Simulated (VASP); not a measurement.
Calculation: PBEsol GGA, VASP's PBE PAW potentials (set 64) (plane waves; VASP).

Input for VASP

### INCAR
```
SYSTEM  =  LiF
PREC  =  Accurate; ENCUT  =  520; LREAL  =  .FALSE.
LASPH  =  .TRUE.
EDIFF  =  1E-6; NELM  =  100; ALGO  =  Normal
ISMEAR  =  0; SIGMA  =  0.05
GGA  =  PS
IBRION  =  2; NSW  =  60; ISIF  =  3
EDIFFG  =  -0.01
LWAVE  =  .FALSE.; LCHARG  =  .FALSE.
```

**POSCAR**
```
LiF
1
    0.0000000000     2.0150000000     2.0150000000
    2.0150000000     0.0000000000     2.0150000000
    2.0150000000     2.0150000000     0.0000000000
Li F
1 1
Direct
  0.0000000000   0.0000000000   0.0000000000
  0.5000000000   0.5000000000   0.5000000000
```

**KPOINTS**
```
Automatic mesh
0
Gamma
  10 10 10
0 0 0
```

POTCAR, in this order: Li_sv F (PBE.64 set). Program: vasp_std.

What VASP printed:

File OSZICAR:
```
       N       E                     dE             d eps       ncg     rms          rms(c)
DAV:   1     0.307146238613E+02    0.30715E+02   -0.56027E+03   871   0.112E+03
DAV:   2    -0.929639048286E+01   -0.40011E+02   -0.39451E+02   915   0.206E+02
DAV:   3    -0.102657258332E+02   -0.96934E+00   -0.96747E+00  1098   0.306E+01
DAV:   4    -0.102777750564E+02   -0.12049E-01   -0.12043E-01  1072   0.349E+00
DAV:   5    -0.102778624245E+02   -0.87368E-04   -0.87368E-04  1158   0.200E-01    0.406E+00
DAV:   6    -0.985117117792E+01    0.42669E+00   -0.22568E+00   861   0.116E+01    0.140E+00
DAV:   7    -0.984920781595E+01    0.19634E-02   -0.16220E-02  1174   0.147E+00    0.835E-01
DAV:   8    -0.985161491150E+01   -0.24071E-02   -0.12846E-02  1207   0.156E+00    0.950E-02
DAV:   9    -0.985169063070E+01   -0.75719E-04   -0.89189E-04   890   0.327E-01    0.417E-02
DAV:  10    -0.985172579102E+01   -0.35160E-04   -0.13149E-04   963   0.108E-01    0.402E-03
DAV:  11    -0.985172652792E+01   -0.73690E-06   -0.19282E-06  1153   0.182E-02
   1 F= -.98517265E+01 E0= -.98517265E+01  d E =-.985173E+01
       N       E                     dE             d eps       ncg     rms          rms(c)
DAV:   1    -0.986259413580E+01   -0.10868E-01   -0.19348E-01   858   0.455E+00    0.811E-01
DAV:   2    -0.985314135583E+01    0.94528E-02   -0.54214E-02   884   0.193E+00    0.151E-01
DAV:   3    -0.985294262954E+01    0.19873E-03   -0.31137E-04  1119   0.222E-01    0.865E-02
DAV:   4    -0.985285070912E+01    0.91920E-04   -0.10934E-04  1282   0.106E-01    0.508E-03
DAV:   5    -0.985285168905E+01   -0.97992E-06   -0.38702E-06   858   0.222E-02
   2 F= -.98528517E+01 E0= -.98528517E+01  d E =-.112516E-02
       N       E                     dE             d eps       ncg     rms          rms(c)
DAV:   1    -0.986039898639E+01   -0.75483E-02   -0.14377E-01   850   0.393E+00    0.698E-01
DAV:   2    -0.985338426016E+01    0.70147E-02   -0.39915E-02   865   0.166E+00    0.131E-01
DAV:   3    -0.985323538386E+01    0.14888E-03   -0.22749E-04  1132   0.191E-01    0.747E-02
DAV:   4    -0.985316687555E+01    0.68508E-04   -0.81409E-05  1249   0.915E-02    0.432E-03
DAV:   5    -0.985316773210E+01   -0.85655E-06   -0.31279E-06   817   0.197E-02
   3 F= -.98531677E+01 E0= -.98531677E+01  d E =-.144120E-02
```

### OUTCAR
```
------------------------ aborting loop because EDIFF is reached ----------------------------------------
  FORCE on cell =-STRESS in cart. coord.  units (eV):
  Direction    XX          YY          ZZ          XY          YZ          ZX
  --------------------------------------------------------------------------------------
  Total       -0.0032854     -0.0032854     -0.0032854      0.0000000      0.0000000     -0.0000000
  in kB       -0.3279756     -0.3279756     -0.3279756      0.0000000      0.0000000     -0.0000000
  external PRESSURE =      -0.3279756 kB  Pullay stress =       0.0000000 kB
  volume of cell :       16.05
      direct lattice vectors                 reciprocal lattice vectors
    -0.000000000  2.002044232  2.002044232    -0.249744732  0.249744732  0.249744732
     2.002044232 -0.000000000  2.002044232     0.249744732 -0.249744732  0.249744732
     2.002044232  2.002044232  0.000000000     0.249744732  0.249744732 -0.249744732
  FREE ENERGIE OF THE ION-ELECTRON SYSTEM (eV)
  ---------------------------------------------------
  free  energy   TOTEN  =        -9.8531677321 eV

  energy  without entropy=       -9.8531677321  energy(sigma->0) =       -9.85316773

 reached required accuracy - stopping structural energy minimisation
```
(Selected blocks of OUTCAR.)

File CONTCAR:
```
LiF
   1.00000000000000
    -0.0000000000000000    2.0020442322476040    2.0020442322476040
     2.0020442322476040   -0.0000000000000000    2.0020442322476040
     2.0020442322476040    2.0020442322476040    0.0000000000000000
  Li              F
     1     1
Direct
     0.0000000000000000    0.0000000000000000    0.0000000000000000
     0.5000000000000000    0.5000000000000000    0.5000000000000000
```

### OUTCAR
```
 val. band max:       -0.9993751066   @ k =   0.0000   0.0000   0.0000

 cond. band min:       8.0750185451   @ k =   0.0000   0.0000   0.0000


 Fermi energy:        -0.6807446755

 k-point     1 :       0.0000    0.0000    0.0000
  band No.  band energies     occupation
      1     -41.1709      2.00000
      2     -20.9138      2.00000
      3      -0.9994      2.00000
      4      -0.9994      2.00000
      5      -0.9994      2.00000
      6       8.0750      0.00000
      7      23.0542      0.00000
      8      23.0543      0.00000
      9      23.2227      0.00000

 k-point     2 :       0.1000    0.0000    0.0000
  band No.  band energies     occupation
      1     -41.1640      2.00000
      2     -20.8725      2.00000
      3      -1.2983      2.00000
      4      -1.0234      2.00000
      5      -1.0234      2.00000
      6       8.3699      0.00000
      7      20.2427      0.00000
      8      21.7458      0.00000
      9      21.7458      0.00000

 k-point     3 :       0.2000    0.0000    0.0000
  band No.  band energies     occupation
      1     -41.1470      2.00000
      2     -20.7643      2.00000
      3      -2.0142      2.00000
      4      -1.0850      2.00000
      5      -1.0850      2.00000
      6       9.0127      0.00000
      7      17.7540      0.00000
      8      20.2362      0.00000
      9      20.2362      0.00000

 k-point     4 :       0.3000    0.0000    0.0000
  band No.  band energies     occupation
      1     -41.1254      2.00000
      2     -20.6234      2.00000
      3      -2.8061      2.00000
      4      -1.1585      2.00000
      5      -1.1585      2.00000
      6       9.5330      0.00000
      7      16.3027      0.00000
      8      18.9751      0.00000
      9      18.9751      0.00000

 k-point     5 :       0.4000    0.0000    0.0000
  band No.  band energies     occupation
      1     -41.1081      2.00000
      2     -20.5049      2.00000
      3      -3.3963      2.00000
...
```

The compound is LiF in the rock salt structure. This run relaxes it. Symmetry was kept, so distortions that lower it aren't found.
